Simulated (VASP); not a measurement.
Consider the following.

```xyz
3
Lattice="3.7209 0.0000 0.0000 -1.8605 3.2224 0.0000 0.0000 0.0000 21.0467" Properties=species:S:1:pos:R:3 pbc="T T T"
Se     1.8605     1.0741     9.0568
Se     0.0000     2.1483    11.9899
Pt     0.0000     0.0000    10.5233
```

Computed with r2SCAN meta-GGA, VASP's PBE PAW potentials (set 64) (plane waves; VASP). Run with PREC = Normal, EDIFF = 1E-5, 400 eV cut-off, 12×12×1 Γ-centred mesh, Gaussian smearing of 0.050 eV, potentials Se Pt.

**Question.** The ions and cell shape at fixed volume are relaxed. Predict the relaxed structure.

**Answer.** 
```xyz
3
Lattice="3.7058 0.0000 0.0000 -1.8529 3.2093 0.0000 0.0000 0.0000 21.2189" Properties=species:S:1:pos:R:3 pbc="T T T"
Se     1.8529     1.0698     9.2921
Se     0.0000     2.1395    11.9269
Pt     3.7058     0.0000    10.6095
```

**Question.** How much energy does the relaxation gain?

**Answer.** The energy (σ→0) changes by -92.6 meV/atom, in 10 ionic steps.

The cell is a sheet with vacuum, built from PtSe2 (1T layered).
